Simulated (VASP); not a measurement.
Given:

```xyz
2
Lattice="3.1526 0.0000 0.0000 0.0000 3.1526 0.0000 0.0000 0.0000 4.4710" Properties=species:S:1:pos:R:3 pbc="T T T"
Zr     0.0000     0.0000     0.0000
In     1.5763     1.5763     2.2355
```

Method: PBEsol GGA, VASP's PBE PAW potentials (set 64) (plane waves; VASP). Numerical set-up: 300 eV cut-off, 14×14×10 Γ-centred mesh, Fermi-Dirac smearing of 0.14 eV, potentials Zr_sv In_d.

At this cut-off the stress carries a Pulay error, which pulls relaxed volumes low.

Problem. Give the stress tensor in GPa (positive for a compressed cell).

Solution. 
```
-4.33   0.00   0.00
 0.00  -4.33   0.00
 0.00   0.00  -4.99
```
The pressure is its mean diagonal, -4.55 GPa.

The structure comes from a computed database's ZrIn entry (P4/mmm); how it stands against other phases isn't given here. The cell was not relaxed at this level. The electron count is odd and the run is not spin-polarised, which forces a metal.
